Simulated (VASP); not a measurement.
Ti2SiTe2:

```
Ti Si Te
1.0
     4.76857    0.00000    0.00000
     0.00000    4.76857    0.00000
     0.00000    0.00000    5.94867
Ti Si Te
2 1 2
Direct
  0.50000 0.00000 0.49906
  0.00000 0.50000 0.49906
  0.00000 0.00000 0.29985
  0.50000 0.00000 0.94154
  0.00000 0.50000 0.94154
```

The cell was built by a generator and needn't be a form met in nature.

```yaml
Program: VASP 6.6.1
Task: relaxation of cell and atoms
Functional: PBE
Potentials_or_basis: VASP PAW PBE potentials, release 64 (Ti_sv, Si, Te)
Cutoff: 520 eV
k_mesh: 3 × 3 × 3
Occupations: gaussian, width 0.15 eV
Spin: no spin polarisation
```

At the start: pressure -4.3 GPa; volume 27.05 Å³/atom.

Problem. Where does the relaxation end?

Solution. Over 16 steps the energy falls by 125.9 meV/atom and the volume is 25.39 Å³/atom (-6.1 %); space group P4mm (No. 99, to 0.05 Å).

Step by step:
```
step  energy change (eV)  largest force (eV/Å)  pressure (GPa)  volume (Å³)
   1              0.0000                1.2380           -4.30       135.27
   2             -0.3125                0.9233            1.15       121.54
   3             -0.3140                0.9130            1.52       120.66
   4             -0.4394                0.2882            0.91       120.77
   5             -0.4638                0.0355            0.87       120.83
   6             -0.5734                0.2167            0.01       122.84
   7             -0.5890                0.3214            0.07       123.49
   8             -0.5804                0.6073            0.17       124.76
   9             -0.5925                0.3660            0.09       123.86
  10             -0.5927                0.4150            0.22       124.00
  11             -0.6156                0.2590           -0.04       124.53
  12             -0.6171                0.2691            0.00       124.66
  13             -0.6173                0.2725            0.08       124.69
  14             -0.6214                0.1967            0.00       125.00
  15             -0.6276                0.1185           -0.10       125.65
  16             -0.6295                0.0431           -0.21       126.97
```

Final structure:
```yaml
crystal:
  lattice:
    - [4.84004, 0.00000, 0.00000]
    - [0.00000, 4.84004, 0.00000]
    - [0.00000, 0.00000, 5.41986]
  atoms:
    - { symbol: Ti, position: [0.50000, 0.00000, 0.46265] }
    - { symbol: Ti, position: [0.00000, 0.50000, 0.46265] }
    - { symbol: Si, position: [0.00000, 0.00000, 0.34881] }
    - { symbol: Te, position: [0.50000, 0.00000, 0.95347] }
    - { symbol: Te, position: [0.00000, 0.50000, 0.95347] }
```

Caveat: the k mesh is coarse (spacing up to 0.44 Å⁻¹), so the values aren't converged.
